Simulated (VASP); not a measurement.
Here is the system:

```yaml
crystal:
  lattice:
    - [0.00000, 2.75050, 2.75050]
    - [2.75050, 0.00000, 2.75050]
    - [2.75050, 2.75050, 0.00000]
  atoms:
    - { symbol: Ga, position: [0.00000, 0.00000, 0.00000] }
    - { symbol: P, position: [0.25000, 0.25000, 0.25000] }
```

These are PBE GGA with spin-orbit coupling, VASP's PBE PAW potentials (set 64) (plane waves; VASP 6.6.1) values and carry that method's errors. Numerical set-up: 400 eV cut-off, 8×8×8 Γ-centred mesh, Gaussian smearing of 0.050 eV, potentials Ga_d P.

Question: The job: GaP (zinc blende), 2 atoms, PBE+SOC, static run, 400 eV, 8×8×8 Γ-centred mesh. Roughly how much core time does it take on a busy server core?

Answer: About 70 core-seconds (one run on a shared machine, a rough figure). It had 43 irreducible k-points, 26 bands, up to 1550 plane waves and 13 electronic steps.

The compound is GaP in the zinc blende structure. It was relaxed first.
